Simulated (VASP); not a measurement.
Calculation: PBE GGA + U (Dudarev), VASP's PBE PAW potentials (set 64) (plane waves; VASP).

The input files of a VASP run:

**INCAR**
```
SYSTEM = CoGa
PREC = Accurate; ENCUT = 400; LREAL = .False.
LASPH = .True.
EDIFF = 1E-6; NELM = 100; ALGO = Normal
LMAXMIX = 4
ISMEAR = 1; SIGMA = 0.1
GGA = PE
LDAUL = -1 2
LDAUU = 0 8.0
LDAUJ = 0 0
LDAU = .True.; LDAUTYPE = 2; LDAUPRINT = 1
ISIF = 2
LWAVE = .False.; LCHARG = .False.; LORBIT = 10
```

### KPOINTS
```
Automatic mesh
0
Gamma
11 11 11
0 0 0
```

### POSCAR
```
CoGa
1
    2.8800000000     0.0000000000     0.0000000000
    0.0000000000     2.8800000000     0.0000000000
    0.0000000000     0.0000000000     2.8800000000
Ga Co
1 1
Direct
  0.5000000000   0.5000000000   0.5000000000
  0.0000000000   0.0000000000   0.0000000000
```

POTCAR, in this order: Ga_d Co (PBE.64 set). Program: vasp_std.

Estimate the energy per atom (σ→0), pressure, band gap (on the k-mesh).

| Property | Value |
|---|---|
| energy per atom (σ→0) | -1.872 eV/atom |
| band gap (on the k-mesh) | none (metal, semimetal or under 0.01 eV) |
| pressure | -10.20 GPa |

### OSZICAR
```
...
DAV:  12    -0.374311087002E+01   -0.18085E-01   -0.17241E-01  2229   0.421E+00    0.207E-01
DAV:  13    -0.374306080632E+01    0.50064E-04   -0.21202E-02  2107   0.205E+00    0.112E-01
DAV:  14    -0.374419779522E+01   -0.11370E-02   -0.63732E-03  2495   0.752E-01    0.352E-02
DAV:  15    -0.374422188180E+01   -0.24087E-04   -0.37848E-04  2235   0.202E-01    0.101E-02
DAV:  16    -0.374422650708E+01   -0.46253E-05   -0.21433E-05  2072   0.512E-02    0.658E-03
DAV:  17    -0.374422520444E+01    0.13026E-05   -0.10479E-05  2183   0.492E-02    0.208E-03
DAV:  18    -0.374422587947E+01   -0.67503E-06   -0.34752E-06  1184   0.210E-02
   1 F= -.37442259E+01 E0= -.37443035E+01  d E =0.232951E-03
```

The compound is CoGa in the CsCl type structure. The cell was not relaxed at this level. The run is one of a series of settings (LDAU = .TRUE., LDAUJ = 0 0, LDAUL = -1 2, LDAUTYPE = 2, LDAUU = 0 8.0 against the base run), some of them coarse on purpose. The run is not spin-polarised, so no magnetic state was tried.
